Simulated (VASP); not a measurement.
Input:

```
CELL_PARAMETERS angstrom
      6.22944     0.00000     0.00000
      0.00000     6.22944     0.00000
      0.00000     0.00000     6.22944
ATOMIC_POSITIONS crystal
  Mg 0.00000 0.00000 0.00000
  Mg 0.50000 0.50000 0.00000
  Mg 0.50000 0.00000 0.50000
  Te 0.22928 0.27072 0.27072
  Te 0.77072 0.72928 0.27072
  Te 0.77072 0.27072 0.72928
  Te 0.22928 0.72928 0.72928
  Be 0.00000 0.50000 0.50000
```

Calculation: PBEsol GGA, VASP's PBE PAW potentials (set 64) (plane waves; VASP). Numerical set-up: 400 eV cut-off, 4×4×4 Γ-centred mesh, tetrahedra with Blöchl corrections, potentials Mg Te Be.

Unless said otherwise, spin-orbit coupling is left out, though it shifts the bands of the heavy elements here.

**Question.** Predict the energy per atom (σ→0), band gap (on the k-mesh) with the smallest direct gap where there is one.

**Answer.** 
```yaml
band gap (on the k-mesh): 2.38 eV
smallest direct gap (on the k-mesh): 2.38 eV
energy per atom (σ→0): -3.574 eV/atom
```

Total energies compare only between runs with the same potentials, cut-off and functional.

The structure was generated: BeMg3Te4 was put into an ordered model structure (P-43m), which need not be its known phase. It was relaxed first.
